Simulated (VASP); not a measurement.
Consider the following.

```yaml
crystal:
  lattice:
    - [0.00000, 3.54463, 3.54463]
    - [3.54463, 0.00000, 3.54463]
    - [3.54463, 3.54463, 0.00000]
  atoms:
    - { symbol: K, position: [0.00000, 0.00000, 0.00000] }
    - { symbol: I, position: [0.50000, 0.50000, 0.50000] }
```

These are r2SCAN meta-GGA, VASP's PBE PAW potentials (set 64) (plane waves; VASP) values and carry that method's errors. Settings: 520 eV cut-off, 7×7×7 Γ-centred mesh, tetrahedra with Blöchl corrections, potentials K_sv I.

Unless said otherwise, spin-orbit coupling is left out, though it shifts the bands of the heavy elements here.

Question: Give the energies of bands 6 to 11 at the high-symmetry points, in eV from the valence-band maximum.

Answer: 
```
band     Γ      X      U      L      W
----  ----  -----  -----  -----  -----
6     0.00  -1.00  -0.86  -1.30  -0.73
7     0.00  -0.37  -0.74  -0.33  -0.73
8     0.00  -0.37  -0.38  -0.33  -0.58
9     4.58   5.39   6.10   6.01   6.96
10    7.05   6.47   7.33   8.31   6.96
11    7.05   8.82   8.15   8.75   7.36
```

The gap is direct, 4.58 eV, from the valence maximum at Γ to the conduction minimum at Γ.

Measured: gap 6.10 eV (computed value off by -1.52 eV), as given by Aguado et al., (1998), arXiv:cond-mat/9809176.

The compound is KI in the rock salt structure. It was relaxed first.
